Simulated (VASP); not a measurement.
Data:

```
Al3Zr
1.0
    4.07069     0.00000     0.00000
    0.00000     4.07069     0.00000
    0.00000     0.00000     4.07069
Zr Al
1 3
Direct
  0.00000   0.00000   0.00000
  0.00000   0.50000   0.50000
  0.50000   0.00000   0.50000
  0.50000   0.50000   0.00000
```

Method: PBEsol GGA, VASP's PBE PAW potentials (set 64) (plane waves; VASP). Numerical set-up: 400 eV cut-off, 9×9×9 Γ-centred mesh, tetrahedra with Blöchl corrections, potentials Zr_sv Al.

Predict the energy per atom (σ→0), band gap (on the k-mesh) with the smallest direct gap where there is one.

| Property | Result |
|---|---|
| band gap (on the k-mesh) | none (metal, semimetal or under 0.01 eV) |
| energy per atom (σ→0) | -5.816 eV/atom |

Total energies compare only between runs with the same potentials, cut-off and functional.

The structure comes from a computed database's ZrAl3 entry (Pm-3m); how it stands against other phases isn't given here. It was relaxed first. The electron count is odd and the run is not spin-polarised, which forces a metal.
